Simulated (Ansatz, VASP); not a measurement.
# YAu in two plane-wave programs, part 2 of 2

Wanted: the spread between two codes on one cell, functional and k mesh. The cell is taken from a series of runs on this material, whose earlier steps may have relaxed, scaled, displaced or heated it; both programs get it as it stands.

VASP 6.6.1 and Ansatz 0.2.0.

So far: Starting point; VASP: relaxation of cell and atoms, PBEsol; Ansatz: relaxation of cell and atoms, PBEsol; Side by side.

## (5) VASP: zone-centre phonons, PBEsol

Level of this step: PBEsol; plane waves and PAW (Y_sv, Au) (VASP).

Second derivatives magnify differences that forces hide, and they need a tight electronic threshold.

File INCAR:

```
SYSTEM = YAu
PREC = Accurate
ENCUT = 500
EDIFF = 1E-08
NELM = 120
ISMEAR = 1
SIGMA = 0.2
LREAL = .FALSE.
ALGO = Normal
GGA = PS
NBANDS = 17
LASPH = .TRUE.
LORBIT = 11
LWAVE = .FALSE.
LCHARG = .FALSE.
ISIF = 2
IBRION = 8
GGA_COMPAT = .FALSE.
KPAR = 2
```

File POSCAR:

```
YAu
1.0
    3.5490849273      0.0000000000      0.0000000000
    0.0000000000      3.5490849273      0.0000000000
    0.0000000000      0.0000000000      3.5490849273
Y Au
1 1
Direct
    0.5000000000      0.5000000000      0.5000000000
    0.0000000000      0.0000000000      0.0000000000
```

File KPOINTS:

```
Automatic mesh
0
Gamma
12 12 12
0 0 0
```

PAW data sets: Y_sv and Au (PBE family, release 64).

The run is started by

```bash
> mpirun -np 2 vasp_std
```

Numbers of over 12 decimals in the logs are rounded to 6 here.

Log:

```text
[banner, memory and clock lines left out]
running    2 mpi-ranks, on    1 nodes
[...]
[... a notice as in an earlier step ...]

 LDA part: xc-table for (Slater+PW92), standard interpolation
 POSCAR, INCAR and KPOINTS ok, starting setup
[...]
entering main loop
       N       E                     dE             d eps       ncg     rms          rms(c)
DAV:   1     0.959827853109E+02    0.95983E+02   -0.11165E+04  2984   0.120E+03
DAV:   2    -0.923967857815E+01   -0.10522E+03   -0.10197E+03  3579   0.262E+02
DAV:   3    -0.132619709338E+02   -0.40223E+01   -0.39857E+01  4003   0.398E+01
DAV:   4    -0.133965939176E+02   -0.13462E+00   -0.13437E+00  3561   0.585E+00
[...]
DAV:  13    -0.124893009851E+02    0.59121E-06   -0.15245E-06  3154   0.965E-03    0.459E-03
DAV:  14    -0.124893009335E+02    0.51610E-07   -0.67942E-08  3696   0.197E-03    0.461E-04
DAV:  15    -0.124893009253E+02    0.82266E-08   -0.17453E-09  1599   0.341E-04
   1 F= -.12489301E+02 E0= -.12491352E+02  d E =0.615403E-02
[...]
RMM:  21    -0.273818447085E+00    0.10332E-07   -0.66855E-07 11943   0.345E-04    0.201E-04
RMM:  22    -0.273818477515E+00   -0.30430E-07   -0.57708E-07  8687   0.314E-04    0.217E-04
RMM:  23    -0.273818331735E+00    0.14578E-06   -0.49596E-07 14147   0.290E-04    0.217E-04
 first order change of Fermi-energy  -0.24467E-04
 force on displaced ion       1 direction 1 :  -2.468   0.000   0.000
 Linear response progress:
  Degree of freedom:   2/  2
       N       E                     dE             d eps       ncg     rms          rms(c)
RMM:   1    -0.287877222265E+00   -0.28788E+00   -0.24917E-01 12541   0.303E+00
RMM:   2    -0.287295778865E+00    0.58144E-03   -0.15002E-02 11049   0.618E-01    0.223E-01
RMM:   3    -0.287157244631E+00    0.13853E-03   -0.82388E-04 11332   0.146E-01    0.131E-01
RMM:   4    -0.287493609357E+00   -0.33636E-03   -0.68375E-04 11682   0.129E-01    0.177E-02
[...]
RMM:  13    -0.287433431731E+00    0.39925E-07    0.16838E-08 13952   0.445E-05    0.376E-06
RMM:  14    -0.287433417876E+00    0.13855E-07    0.65749E-09 13943   0.266E-05    0.192E-06
RMM:  15    -0.287433423402E+00   -0.55260E-08    0.34289E-09 12703   0.180E-05    0.314E-06
 first order change of Fermi-energy  -0.10790E-03
 force on displaced ion       2 direction 1 :  -2.466   0.000  -0.000
 Linear response finished
```

Parts of OUTCAR (step 5):

```text
  Total       -0.0603319     -0.0603319     -0.0603319      0.0000000      0.0000000     -0.0000000
  in kB       -2.1622615     -2.1622615     -2.1622615      0.0000000      0.0000000     -0.0000000
  external PRESSURE =      -2.1622615 kB  Pullay stress =       0.0000000 kB

 POSITION                                       TOTAL-FORCE (eV/Angst)
 -----------------------------------------------------------------------------------
      1.77454      1.77454      1.77454         0.000000      0.000000      0.000000
      0.00000      0.00000      0.00000         0.000000      0.000000      0.000000
 -----------------------------------------------------------------------------------
    total drift:                               -0.000000      0.000000      0.000000

[... 1 part as in an earlier step ...]

[... 1 further part left out ...]
```

## (6) Ansatz: zone-centre phonons, PBEsol

The same cell, functional, mesh and smearing now go to Ansatz, which takes its cutoff from its data sets.

The cell is taken from a series of runs on this material, whose earlier steps may have relaxed, scaled, displaced or heated it; both programs get it as it stands.

File input.yaml:

```yaml
crystal:
  lattice:
    - [3.5490849273, 0.0, 0.0]
    - [0.0, 3.5490849273, 0.0]
    - [0.0, 0.0, 3.5490849273]
  atoms:
    - { symbol: "Y", position: [0.5, 0.5, 0.5] }
    - { symbol: Au, position: [0.0, 0.0, 0.0] }
kpoints:
  mp_grid: { grid: [12, 12, 12] }
hamiltonian:
  xc: pbesol
  pseudopotentials: { kind: paw, azcp: { folder: soft_1 }, xc_functional: pbe }
scf:
  occupations: { method: methfessel_paxton, width: 0.2 }
output:
  eigenvalues: true
phonons:
  method: dfpt
```

The run is started by

```bash
> ansatz run input.yaml --threads 4 --pin off --max-ram 10240MiB --backend cpu --events-out ev --progress --plain --runs-dir out
```

Log:

```text
[...]
Crystal: 2 atoms, lattice volume = 44.704 Å³
Basis set: ecut = 420 eV, 895 PW (Γ), exchange–correlation on 48×48×48 points (8 copies of the dense FFT grid, shifted against one another)
Bands: 19, of which v1, the nominal top of the filled ones, is band 15 counted from 1 (14 counted from 0)
Symmetry: 48 space group operations
k-points: 196 of 1728 (irreducible under 8 space group operations, time reversal used)
[...]
k mesh reduced under 8 symmetry operations, with k and −k counted as one. Each operation leaves every solved perturbation unchanged. A smaller set is not used because it would not reduce the number of displacements times k-points to solve
  ASR residual: 5.248e-5 → 0.000e0 eV/Å²; symmetrization residual: 3.524e-5 eV/Å²
  ASR residual per site (eV/Å²): 1.56e-5 5.25e-5
  Γ frequencies (cm⁻¹): 0.00 0.00 0.00 104.98 104.98 104.98
  non-analytic LO–TO correction: not included (Born effective charges unavailable; polar crystals: no LO–TO splitting at Γ)
[key lines of the parts left out:]
SCF converged after 12 iterations
Free energy (F): -16805.681205 eV
Fermi energy:    15.204296 eV
```

## (7) Side by side

What differs besides the data sets and the points named for the pairs above, as far as they apply: the data sets hold 30 valence electrons in Ansatz (on its PAW soft_1 files) and 22 in VASP. Total energies have different zeros and are not compared.

Both answers:

```
                  quantity  Ansatz   VASP  difference
optical mode 1 to 3 (cm⁻¹)   105.0  104.7     +0.31 %
```

Modes are paired by rising frequency, not by their patterns, so a pair may set unlike modes beside each other; they are those without the splitting of longitudinal modes.

## (8) Results

```
difference in volume (relaxation of cell and atoms, PBEsol)                                                          : 0.23 %
r.m.s. difference of the optical zone-centre modes, each program's sorted by frequency (zone-centre phonons, PBEsol) : 0.33 cm⁻¹
```

In words: The difference in volume is 0.23 % (relaxation of cell and atoms, PBEsol), within the 1.2 % picked in this series as the mark of a large difference, as far as the stopping tolerances let one tell. The data sets hold unlike numbers of valence electrons (30 in Ansatz and 22 in VASP), so part of the differences comes from the potentials. Such differences can come from data sets, numerical settings and the points named under the comparisons, not from the functional's error against experiment.

[Lines on the potential files, build, host, timing and source positions are cut from VASP's logs without a mark.]

[Logs are printed without paths, hosts, clocks, repeated set-up lines and the standing remarks that a program may print on its own settings, such as how far it seeks lower states.]

[Hosts, paths, dates, database ids (printed as entryN), source tags and the programs' standing remarks are cut or masked in the printed files.]
